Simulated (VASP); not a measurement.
Input for VASP

INCAR:
```
SYSTEM = NiSb
PREC = Accurate
ENCUT = 400
EDIFF = 1E-6
NELM = 60
ALGO = Normal
LREAL = .FALSE.
LASPH = .TRUE.
ISMEAR = 1
SIGMA = 0.1
GGA = PE
LMAXMIX = 4
LWAVE = .FALSE.
LCHARG = .FALSE.
ISIF = 2
IMIX = 1
AMIX = 1.9
BMIX = 0.0001
```

**KPOINTS**
```
Automatic mesh
0
Gamma
7 7 5
0 0 0
```

**POSCAR**
```
NiSb
1
    2.0043000000    -3.4715500000     0.0000000000
    2.0043000000     3.4715500000     0.0000000000
    0.0000000000     0.0000000000     5.2326000000
Ni Sb
2 2
Direct
  0.0000000000   0.0000000000   0.5000000000
  0.0000000000   0.0000000000   0.0000000000
  0.3333330000   0.6666670000   0.2500000000
  0.6666670000   0.3333330000   0.7500000000
```

POTCAR, in this order: Ni Sb (PBE.64 set). Program: vasp_std.

**Question.** What happens when VASP runs on this input?

**Answer.** There is a fault: simple mixing (IMIX = 1) with AMIX above 1 overshoots. VASP stops with an error: ERROR FEXCP: supplied Exchange-correletion table is too small, maximal index : 4335 ----> I REFUSE TO CONTINUE WITH THIS SICK JOB ... BYE!!! <----

standard output:
```
 POSCAR found type information on POSCAR NiSb
 POSCAR found :  2 types and       4 ions
 Reading from existing POTCAR
 Reading from existing POTCAR
 LDA part: xc-table for (Slater+PW92), standard interpolation
 POSCAR, INCAR and KPOINTS ok, starting setup
 WAVECAR not read
 entering main loop
       N       E                     dE             d eps       ncg     rms          rms(c)
DAV:   1     0.147201574154E+03    0.14720E+03   -0.10462E+04   912   0.129E+03
DAV:   2    -0.137051096156E+02   -0.16091E+03   -0.15652E+03   918   0.292E+02
DAV:   3    -0.214617803919E+02   -0.77567E+01   -0.74881E+01  1085   0.766E+01
DAV:   4    -0.216844127882E+02   -0.22263E+00   -0.22172E+00  1023   0.128E+01
DAV:   5    -0.216915849720E+02   -0.71722E-02   -0.71693E-02  1161   0.236E+00    0.129E+01
DAV:   6    -0.147290774015E+03   -0.12560E+03   -0.62459E+02   965   0.579E+02    0.135E+02
DAV:   7    -0.253488930290E+04   -0.23876E+04   -0.22906E+04  1060   0.107E+03    0.288E+02
DAV:   8    -0.121409889635E+05   -0.96061E+04   -0.10315E+05  1535   0.114E+03    0.823E+02
DAV:   9    -0.272083979973E+05   -0.15067E+05   -0.16025E+05  1240   0.210E+03    0.133E+03
DAV:  10    -0.472681467114E+05   -0.20060E+05   -0.24419E+05  1541   0.328E+03    0.198E+03

 -----------------------------------------------------------------------------
|                                                                             |
|     EEEEEEE  RRRRRR   RRRRRR   OOOOOOO  RRRRRR      ###     ###     ###     |
|     E        R     R  R     R  O     O  R     R     ###     ###     ###     |
|     E        R     R  R     R  O     O  R     R     ###     ###     ###     |
|     EEEEE    RRRRRR   RRRRRR   O     O  RRRRRR       #       #       #      |
|     E        R   R    R   R    O     O  R   R                               |
|     E        R    R   R    R   O     O  R    R      ###     ###     ###     |
|     EEEEEEE  R     R  R     R  OOOOOOO  R     R     ###     ###     ###     |
|                                                                             |
|     ERROR FEXCP: supplied Exchange-correletion table                        |
|      is too small, maximal index : 4335                                     |
|                                                                             |
|       ---->  I REFUSE TO CONTINUE WITH THIS SICK JOB ... BYE!!! <----       |
|                                                                             |
 -----------------------------------------------------------------------------
```

To mend it, remove IMIX, remove AMIX, remove BMIX.

The mended run (PBE GGA, plane waves, VASP's PBE PAW potentials (set 64)) converges, and its OSZICAR ends with
```
   1 F= -.20289132E+02 E0= -.20289915E+02  d E =0.234902E-02
```

The compound is NiSb in the NiAs type structure. The cell was not relaxed at this level. The run is not spin-polarised, so no magnetic state was tried.
